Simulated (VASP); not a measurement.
OSZICAR of a VASP run on Fe$_{3}$Ge (space group Fm-3m):

OSZICAR:
```
       N       E                     dE             d eps       ncg     rms          rms(c)
DAV:   1     0.257374923374E+03    0.25737E+03   -0.14527E+04  3256   0.270E+03
DAV:   2    -0.230856443588E+02   -0.28046E+03   -0.26749E+03  3132   0.530E+02
DAV:   3    -0.617650951821E+02   -0.38679E+02   -0.36619E+02  3177   0.166E+02
DAV:   4    -0.632209196212E+02   -0.14558E+01   -0.14476E+01  3580   0.384E+01
DAV:   5    -0.632489960733E+02   -0.28076E-01   -0.28056E-01  3635   0.499E+00    0.212E+01
DAV:   6    -0.583797964923E+02    0.48692E+01   -0.49887E+01  3827   0.924E+01    0.170E+01
DAV:   7    -0.570159281676E+02    0.13639E+01   -0.69180E+00  3576   0.435E+01    0.873E+00
DAV:   8    -0.571952545306E+02   -0.17933E+00   -0.14322E+00  4422   0.228E+01    0.655E+00
DAV:   9    -0.570841910940E+02    0.11106E+00   -0.45015E-01  4145   0.177E+01    0.309E+00
DAV:  10    -0.570572652772E+02    0.26926E-01   -0.97940E-02  4052   0.509E+00    0.878E-01
DAV:  11    -0.570584570403E+02   -0.11918E-02   -0.34909E-02  4149   0.242E+00    0.199E-01
DAV:  12    -0.570587443497E+02   -0.28731E-03   -0.15792E-03  3330   0.457E-01    0.979E-02
DAV:  13    -0.570587304787E+02    0.13871E-04   -0.20980E-04  4050   0.199E-01    0.493E-02
DAV:  14    -0.570587379562E+02   -0.74775E-05   -0.34447E-05  3444   0.589E-02    0.141E-02
DAV:  15    -0.570587371828E+02    0.77337E-06   -0.52448E-06  3342   0.224E-02
   1 F= -.57058737E+02 E0= -.57058900E+02  d E =-.570587E+02  mag=     7.0378
       N       E                     dE             d eps       ncg     rms          rms(c)
DAV:   1    -0.571147321463E+02   -0.55994E-01   -0.10427E+00  3283   0.159E+01    0.195E+00
DAV:   2    -0.570678684770E+02    0.46864E-01   -0.19866E-01  3504   0.711E+00    0.152E+00
DAV:   3    -0.570641135872E+02    0.37549E-02   -0.24217E-02  4058   0.349E+00    0.900E-01
DAV:   4    -0.570618838694E+02    0.22297E-02   -0.17803E-02  4232   0.348E+00    0.777E-01
DAV:   5    -0.570588671495E+02    0.30167E-02   -0.53268E-03  4240   0.186E+00    0.189E-01
DAV:   6    -0.570582075928E+02    0.65956E-03   -0.81157E-04  4023   0.334E-01    0.715E-02
DAV:   7    -0.570581630817E+02    0.44511E-04   -0.14311E-04  3538   0.207E-01    0.334E-02
DAV:   8    -0.570581608620E+02    0.22197E-05   -0.15292E-05  3372   0.538E-02    0.175E-02
DAV:   9    -0.570581597200E+02    0.11420E-05   -0.12501E-06  2391   0.192E-02    0.830E-03
DAV:  10    -0.570581581387E+02    0.15812E-05   -0.98292E-07  1657   0.184E-02    0.152E-03
DAV:  11    -0.570581581534E+02   -0.14697E-07   -0.20085E-07  1623   0.417E-03
   2 F= -.57058158E+02 E0= -.57058345E+02  d E =0.579029E-03  mag=     7.0203
       N       E                     dE             d eps       ncg     rms          rms(c)
DAV:   1    -0.570774670915E+02   -0.19309E-01   -0.33029E-01  3294   0.911E+00    0.109E+00
DAV:   2    -0.570627460311E+02    0.14721E-01   -0.62079E-02  3506   0.397E+00    0.867E-01
DAV:   3    -0.570614349410E+02    0.13111E-02   -0.66827E-03  3962   0.178E+00    0.472E-01
DAV:   4    -0.570609453808E+02    0.48956E-03   -0.54267E-03  4276   0.188E+00    0.438E-01
DAV:   5    -0.570599423966E+02    0.10030E-02   -0.17437E-03  4229   0.110E+00    0.107E-01
DAV:   6    -0.570597370720E+02    0.20532E-03   -0.26086E-04  4089   0.190E-01    0.393E-02
DAV:   7    -0.570597254201E+02    0.11652E-04   -0.39504E-05  3306   0.103E-01    0.189E-02
DAV:   8    -0.570597280910E+02   -0.26709E-05   -0.46430E-06  3258   0.292E-02    0.102E-02
DAV:   9    -0.570597298794E+02   -0.17884E-05   -0.45917E-07  1637   0.110E-02    0.458E-03
DAV:  10    -0.570597304015E+02   -0.52210E-06   -0.23750E-07  1626   0.828E-03
   3 F= -.57059730E+02 E0= -.57059962E+02  d E =-.993219E-03  mag=     7.0306
```

### Question
Which electronic solver shows in the log?

### Answer
It is blocked Davidson (ALGO = Normal, or the opening steps of other solvers). The INCAR had ALGO = Normal.

### Question
How was spin treated?

### Answer
Collinear spin (ISPIN = 2): the summary line carries one mag value, 7.03 μB in the cell.

### Question
Can the final energy be trusted as converged?

### Answer
Self-consistency was reached. It stopped with EDIFF = 1E-6, NELM = 100, NSW = 60 and EDIFFG = -0.02 after 3 ionic steps (r2SCAN meta-GGA, plane waves, VASP's PBE PAW potentials (set 64)). The run has a spin-polarised start.

The structure comes from a computed database's Fe3Ge entry (Fm-3m); how it stands against other phases isn't given here. This run relaxes it. Symmetry was kept, so distortions that lower it aren't found. The start is the result of an earlier pass.
